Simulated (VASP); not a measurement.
Energy against volume of PbO$_{2}$ (rutile). Level of theory: PBE GGA, VASP's PBE PAW potentials (set 64) (plane waves; VASP). Numerical set-up: 520 eV cut-off, 5×5×7 Γ-centred mesh, Gaussian smearing of 0.050 eV, potentials Pb_d O.

Shape and ions are relaxed at each volume.

| V (Å³/atom) | E (eV/atom) |
|---|---|
| 13.908 | -5.28805 |
| 14.352 | -5.30526 |
| 14.796 | -5.31133 |
| 15.240 | -5.30839 |

Fit these four points and predict the energy of the run at 15.684 Å³/atom.

A cubic in V^(−2/3), the third-order Birch-Murnaghan form, passes through the four points with V0 = 14.86 Å³/atom and B0 = 105 GPa, and gives -5.2982 eV/atom there. The run gave -5.2982 eV/atom, -0.0 meV/atom from the fit; all five points give B0 = 105 GPa.

The compound is PbO2 in the rutile structure. It was relaxed first, which changed the volume by +7 %.
